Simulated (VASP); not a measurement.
Method: PW91 GGA, VASP's PBE PAW potentials (set 64) (plane waves; VASP).

VASP ran on this input.

File POSCAR:
```
Ti
1
    1.4654330442    -2.5382045453     0.0000000000
    1.4654330442     2.5382045453     0.0000000000
    0.0000000000    -0.0000000000     4.6469573936
Ti
2
Direct
  0.3333330000   0.6666670000   0.2500000000
  0.6666670000   0.3333330000   0.7500000000
```

**INCAR**
```
SYSTEM = Ti
PREC = Accurate
ENCUT = 520
EDIFF = 1E-7
NELM = 100
ALGO = Normal
LREAL = .FALSE.
LASPH = .TRUE.
ISMEAR = 0
SIGMA = 0.05
GGA = 91
LMAXMIX = 4
LWAVE = .FALSE.
LCHARG = .FALSE.
LORBIT = 11
ICHARG = 11
```

File KPOINTS:
```
k-points along high-symmetry lines
10
Line-mode
Reciprocal
  0.000000   0.000000   0.000000 ! GAMMA
 -0.000000   0.500000   0.000000 ! M

 -0.000000   0.500000   0.000000 ! M
 -0.333333   0.666667   0.000000 ! K

 -0.333333   0.666667   0.000000 ! K
  0.000000   0.000000   0.000000 ! GAMMA

  0.000000   0.000000   0.000000 ! GAMMA
  0.000000   0.000000   0.500000 ! A

  0.000000   0.000000   0.500000 ! A
 -0.000000   0.500000   0.500000 ! L

 -0.000000   0.500000   0.500000 ! L
 -0.333333   0.666667   0.500000 ! H

 -0.333333   0.666667   0.500000 ! H
  0.000000   0.000000   0.500000 ! A

 -0.000000   0.500000   0.500000 ! L
 -0.000000   0.500000   0.000000 ! M

 -0.333333   0.666667   0.500000 ! H
 -0.333333   0.666667   0.000000 ! K
```

POTCAR, in this order: Ti_sv (PBE.64 set). Program: vasp_std. Read from the step before: CHGCAR.

What will the output report for the number of irreducible k-points (NKPTS), largest plane-wave count, number of space-group operations, FFT grid (NGX, NGY, NGZ)?

* **number of irreducible k-points (NKPTS)**: 90
* **largest plane-wave count**: 965
* **number of space-group operations**: 24
* **FFT grid (NGX, NGY, NGZ)**: 24 × 24 × 36

The compound is Ti in the hcp structure. It was relaxed first.
